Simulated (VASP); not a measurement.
Consider the following.

```
AlFe
1.0
    2.86028     0.00000     0.00000
    0.00000     2.86028     0.00000
    0.00000     0.00000     2.86028
Al Fe
1 1
Direct
  0.50000   0.50000   0.50000
  0.00000   0.00000   0.00000
```

Level of theory: SCAN meta-GGA, VASP's PBE PAW potentials (set 64) (plane waves; VASP). Numerical set-up: 520 eV cut-off, 13×13×13 Γ-centred mesh, first-order Methfessel-Paxton smearing of 0.10 eV, potentials Al Fe.

Q: Predict the energy per atom (σ→0), pressure, band gap (on the k-mesh) with the smallest direct gap where there is one.

A: 
```yaml
band gap (on the k-mesh): none (metal, semimetal or under 0.01 eV)
energy per atom (σ→0): -13.163 eV/atom
pressure: -55.2 kbar
```

The compound is FeAl in the CsCl type structure. This cell is one point of a volume scan, at 1.03 of the reference volume. The run is not spin-polarised, so no magnetic state was tried. The electron count is odd and the run is not spin-polarised, which forces a metal.
